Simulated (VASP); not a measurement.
Given:

```xyz
2
Lattice="3.0498 0.0000 0.0000 0.0000 3.0498 0.0000 0.0000 0.0000 3.0498" Properties=species:S:1:pos:R:3 pbc="T T T"
Al     1.5249     1.5249     1.5249
Ru     0.0000     0.0000     0.0000
```

Calculation: PBE GGA, VASP's PBE PAW potentials (set 64) (plane waves; VASP 6.6.1). Settings: 400 eV cut-off, KSPACING 0.8 per Å, first-order Methfessel-Paxton smearing of 0.10 eV, potentials Al Ru_pv.

Gaps are read on the run's mesh, which can miss a band edge.

**Question.** Predict the energy per atom (σ→0), pressure, band gap (on the k-mesh) with the smallest direct gap where there is one.

**Answer.** 
```
Property                                                     Value
------------------------  ----------------------------------------
band gap (on the k-mesh)  none (metal, semimetal or under 0.01 eV)
energy per atom (σ→0)                               -6984 meV/atom
pressure                                                 -7.73 GPa
```

Total energies compare only between runs with the same potentials, cut-off and functional.

The compound is RuAl in the CsCl type structure. The cell was not relaxed at this level. The run is one of a series of settings (KGAMMA = .FALSE., KSPACING = 0.8, KPOINTS file removed against the base run), some of them coarse on purpose. The electron count is odd and the run is not spin-polarised, which forces a metal.
